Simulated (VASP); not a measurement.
# NCBrH2 in VASP: reference runs

Aim: a first look at NCBrH2 with PBE, on the cell as given.

Everything below comes from runs of VASP 6.6.1. Logs are shortened: lines on timing, memory, paths and dates and some standing lists are left out, and cuts for length are marked.

## Step 1: The molecule as given

The cell holds a molecule in a box, 5 atoms: a = 13.000 Å, b = 11.000 Å, c = 11.000 Å, α = 90.00°, β = 90.00°, γ = 90.00°.

## Step 2: Single point, PBE

INCAR reads:

```
  ALGO = Normal
  EDIFF = 1E-7
  ENCUT = 520
  GGA = PE
  ISIF = 2
  ISMEAR = 0
  LASPH = T
  LCHARG = F
  LREAL = F
  LWAVE = F
  NBANDS = 17
  NELM = 80
  PREC = Accurate
  SIGMA = 0.01
```

KPOINTS reads:

```
k-points
0
Gamma
  1 1 1
```

POSCAR reads:

```
H2CBrN
1.0
   13.0000000000      0.0000000000      0.0000000000
    0.0000000000     11.0000000000      0.0000000000
    0.0000000000      0.0000000000     11.0000000000
N C Br H
1 1 1 2
Direct
    0.4276384600      0.4499636400      0.5132000000
    0.5127153800      0.4962909100      0.4897000000
    0.6274153800      0.4709545500      0.5932181800
    0.3745846200      0.4724727300      0.4487181800
    0.5338615400      0.5538545500      0.4129636400
```

Potentials or basis: VASP PAW PBE potentials, release 64 (N, C, Br, H).

Run with:

```
cat potpaw_PBE.64/N/POTCAR potpaw_PBE.64/C/POTCAR potpaw_PBE.64/Br/POTCAR potpaw_PBE.64/H/POTCAR > POTCAR
mpirun -np 1 vasp_gam > vasp.out
```

OUTCAR:

```text
EDIFF = 1E-7
   ENCUT = 520
   GGA = PE
   ISIF = 2
   ISMEAR = 0
   LASPH = T
   LREAL = F
   NELM = 80
   PREC = Accurate

 ion  position               nearest neighbor table
   1  0.428  0.450  0.513-   4 1.02   2 1.24
   2  0.513  0.496  0.490-   5 1.09   1 1.24   3 1.90
   3  0.627  0.471  0.593-   2 1.90
   4  0.375  0.472  0.449-   1 1.02
   5  0.534  0.554  0.413-   2 1.09

  LATTYP: Found a simple tetragonal cell.
 ALAT       =    11.0000000000
 C/A-ratio  =     1.1818181818

  Lattice vectors:

 A1 = (   0.0000000000,  11.0000000000,   0.0000000000)
 A2 = (   0.0000000000,   0.0000000000,  11.0000000000)
 A3 = (  13.0000000000,   0.0000000000,   0.0000000000)

Analysis of symmetry for initial positions (statically):
=====================================================================
 Subroutine PRICEL returns:
 Original cell was already a primitive cell.

 Routine SETGRP: Setting up the symmetry group for a
 simple tetragonal supercell.

 Subroutine GETGRP returns: Found  1 space group operations
 (whereof  1 operations were pure point group operations)
 out of a pool of 16 trial point group operations.

The static configuration has the point symmetry C_1 .

Analysis of symmetry for dynamics (positions and initial velocities):
=====================================================================
 Subroutine PRICEL returns:
 Original cell was already a primitive cell.

 Routine SETGRP: Setting up the symmetry group for a
 simple tetragonal supercell.

 Subroutine GETGRP returns: Found  1 space group operations
 (whereof  1 operations were pure point group operations)
 out of a pool of 16 trial point group operations.

The dynamic configuration has the point symmetry C_1 .

 Subroutine INISYM returns: Found  1 space group operations
 (whereof  1 operations are pure point group operations),
 and found     1 'primitive' translations

----------------------------------------------------------------------------------------

                                     Primitive cell

  volume of cell :    1573.0000

  direct lattice vectors                    reciprocal lattice vectors
    13.000000000  0.000000000  0.000000000     0.076923077  0.000000000  0.000000000
[... 67 lines left out ...]
   NELM   =     80;   NELMIN=  2; NELMDL= -5     # of ELM steps
   EDIFF  = 0.1E-06   stopping-criterion for ELM
   LREAL  =      F    real-space projection
   EDIFFG = 0.1E-05   stopping-criterion for IOM
   NSW    =      0    number of steps for IOM
   IBRION =     -1    ionic relax: 0-MD 1-quasi-New 2-CG
   NFREE  =      0    steps in history (QN), initial steepest desc. (CG)
   ISIF   =      2    stress and relaxation
   ISYM   =      2    0-nonsym 1-usesym 2-fastsym
   POTIM  = 0.5000    time-step for ionic-motion
   TEBEG  =    0.0;   TEEND  =   0.0 temperature during run
   PSTRESS=    0.0 pullay stress
   NELECT =      18.0000    total number of electrons
   NUPDOWN=      -1.0000    fix difference up-down
   EMIN   =  10.00;   EMAX   =-10.00  energy-range for DOS
   EFERMI =   0.00;   METHOD = LEGACY
   ISMEAR =     0;   SIGMA  =   0.01  broadening in eV -4-tet -1-fermi 0-gaus
   EFERMI_NEDOS =   21; number of points for ismear=-14 and -15
   IALGO  =     38    algorithm
   IMIX   =      4    mixing-type and parameters
     AMIX     =   0.40;   BMIX     =  1.00
     AMIX_MAG =   1.60;   BMIX_MAG =  1.00
  volume/ion in A,a.u.               =     314.60      2123.03
  Fermi-wavevector in a.u.,A,eV,Ry     =   0.368912  0.697143  1.851699  0.136096
  Thomas-Fermi vector in A             =   1.295136
   LORBIT       =      0    0 simple, 1 ext, 2 COOP (PROOUT), +10 PAW based schemes
   GGA     = PE    functional components
   LHFCALC =     F    Hartree Fock is set to
   AEXX    =    0.0000 exact exchange contribution
   IVDW    =     0    specifies the selected vdW correction
   LEPSILON=     F    determine dielectric tensor
   LRPA    =     F    only Hartree local field effects (RPA)
 non-spin polarized calculation
 Gauss-broadening in eV      SIGMA  =   0.01
  energy-cutoff  :      520.00
  volume of cell :     1573.00
 maximum number of plane-waves:     21209
 NGX is ok and might be reduce to    98
   NGX = 49   NGY = 41   NGZ = 41

 number of electron      18.0000000 magnetization

 Free energy of the ion-electron system (eV)
  ---------------------------------------------------
  ext. energy  EPLUGINS =         0.00000000
  ---------------------------------------------------
  free energy    TOTEN  =       -25.56889273 eV

  energy without entropy =      -25.56889273  energy(sigma->0) =      -25.56889273

 E-fermi :  -6.6786     XC(G=0):  -0.7681

 val. band max:       -6.7728342824   @ k =   0.0000   0.0000   0.0000
 cond. band min:      -1.7743803577   @ k =   0.0000   0.0000   0.0000
 fundamental gap:      4.9984539246
 Fermi energy:        -6.6785763944

 k-point     1 :       0.0000    0.0000    0.0000
  band No.  band energies     occupation
      1     -23.4270      2.00000
      2     -20.2852      2.00000
      3     -14.8775      2.00000
      4     -13.1432      2.00000
      5     -10.3210      2.00000
      6      -9.3232      2.00000
[... 9 lines left out ...]
     16       0.8812      0.00000
     17       1.0501      0.00000

------------------------ aborting loop because EDIFF is reached ----------------------------------------

  FORCE on cell =-STRESS in cart. coord.  units (eV):
  Direction    XX          YY          ZZ          XY          YZ          ZX
  --------------------------------------------------------------------------------------
  -------------------------------------------------------------------------------------
  Total        1.6894974      0.2565730      0.5302774      0.3647071     -0.3076121      0.2664976
  in kB        1.7208357      0.2613321      0.5401134      0.3714720     -0.3133179      0.2714408
  external PRESSURE =       0.8407604 kB  Pullay stress =       0.0000000 kB

 VOLUME and BASIS-vectors are now :
 -----------------------------------------------------------------------------
  energy-cutoff  :      520.00
  volume of cell :     1573.00
      direct lattice vectors                 reciprocal lattice vectors
    13.000000000  0.000000000  0.000000000     0.076923077  0.000000000  0.000000000
     0.000000000 11.000000000  0.000000000     0.000000000  0.090909091  0.000000000
     0.000000000  0.000000000 11.000000000     0.000000000  0.000000000  0.090909091

 POSITION                                       TOTAL-FORCE (eV/Angst)
 -----------------------------------------------------------------------------------
      5.55930      4.94960      5.64520        -0.637400     -0.428357      0.357100
      6.66530      5.45920      5.38670         0.486636      0.289475     -0.212578
      8.15640      5.18050      6.52540         0.335439     -0.048217      0.232850
      4.86960      5.19720      4.93590        -0.282858      0.041721     -0.199529
      6.94020      6.09240      4.54260         0.098183      0.145378     -0.177843
 -----------------------------------------------------------------------------------
    total drift:                               -0.000326     -0.000056      0.000633

  FREE ENERGIE OF THE ION-ELECTRON SYSTEM (eV)
  ---------------------------------------------------
  free  energy   TOTEN  =       -25.5688927291 eV

  energy  without entropy=      -25.5688927291  energy(sigma->0) =      -25.56889273
```

stdout:

```text
POSCAR found type information on POSCAR N C BrH
 POSCAR found :  4 types and       5 ions
 scaLAPACK will be used
 LDA part: xc-table for (Slater+PW92), standard interpolation
 POSCAR, INCAR and KPOINTS ok, starting setup
 FFT: planning ... GRIDC
 FFT: planning ... GRID_SOFT
 FFT: planning ... GRID
 WAVECAR not read
 entering main loop
```

Run time: 3.1 min. Hardware: 1 thread of Intel Xeon Platinum 8488C (Sapphire Rapids), shared host; peak memory 1.1 GiB.

What came out:

```
Free energy                     : -25.5689 eV
Largest force                   : 0.847 eV/Å
Gap between the frontier levels : 5.00 eV
```

Forces in eV/Å, atoms in the order of the input:
```
N   -0.637 -0.428  0.357
C    0.487  0.289 -0.213
Br   0.335 -0.048  0.233
H   -0.283  0.042 -0.200
H    0.098  0.145 -0.178
```

Caveat: the standard files for N, O and F lose accuracy on very short bonds. Expect the measured gap to be larger: semilocal functionals such as PBE lack the derivative discontinuity.
